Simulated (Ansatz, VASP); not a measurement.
**CsK15Br16 (a cell with a defect): VASP beside Ansatz**

```
Cs K Br
1.0
     0.00000    8.08700    8.08700
     8.08700    0.00000    8.08700
     8.08700    8.08700    0.00000
Cs K Br
1 15 16
Direct
  0.00000 0.00000 0.00000
  0.50000 0.00000 0.00000
  0.00000 0.50000 0.00000
  0.00000 0.00000 0.50000
  0.25000 0.25000 0.25000
  0.50000 0.50000 0.00000
  0.50000 0.00000 0.50000
  0.74677 0.25323 0.25323
  0.00000 0.50000 0.50000
  0.25323 0.74677 0.25323
  0.25323 0.25323 0.74677
  0.50000 0.50000 0.50000
  0.74677 0.74677 0.25323
  0.74677 0.25323 0.74677
  0.25323 0.74677 0.74677
  0.75000 0.75000 0.75000
  0.12835 0.12835 0.12835
  0.61494 0.12835 0.12835
  0.12835 0.61494 0.12835
  0.12835 0.12835 0.61494
  0.37598 0.37598 0.37598
  0.62402 0.62402 0.12794
  0.62402 0.12794 0.62402
  0.87206 0.37598 0.37598
  0.12794 0.62402 0.62402
  0.37598 0.87206 0.37598
  0.37598 0.37598 0.87206
  0.62402 0.62402 0.62402
  0.87165 0.87165 0.38506
  0.87165 0.38506 0.87165
  0.38506 0.87165 0.87165
  0.87165 0.87165 0.87165
```

Alike in both runs: functional PBE; k mesh 2 × 2 × 2; occupations fermi-dirac, width 0.01 eV; no spin polarisation.

Ansatz relaxed the structure, and its values are those at the end. VASP's run is a single point on that final structure, the one shown.

```csv
,VASP,Ansatz
version,VASP 6.6.1,Ansatz 0.2.0
potentials or method,"VASP PAW PBE potentials, release 64 (Cs_sv, K_sv, Br)","plane-wave PAW, scalar-relativistic"
plane-wave cutoff (eV),520,420
valence electrons in the cell,256,256
```

```tsv
	VASP	Ansatz	Ansatz less VASP
gap on the k mesh at the Fermi level (eV)	3.92	3.92	+0.001
pressure (GPa)	0.3	0.3	-0.04
rms of the force components (eV/Å)	0.003	0.000	-0.0028
```

With one functional, cell and mesh, what is left measures potentials, basis and numerics. Ansatz warned: «gradients_without_spin_orbit».

Caveats: spin-orbit coupling is left out, which moves the levels of the heavy elements.
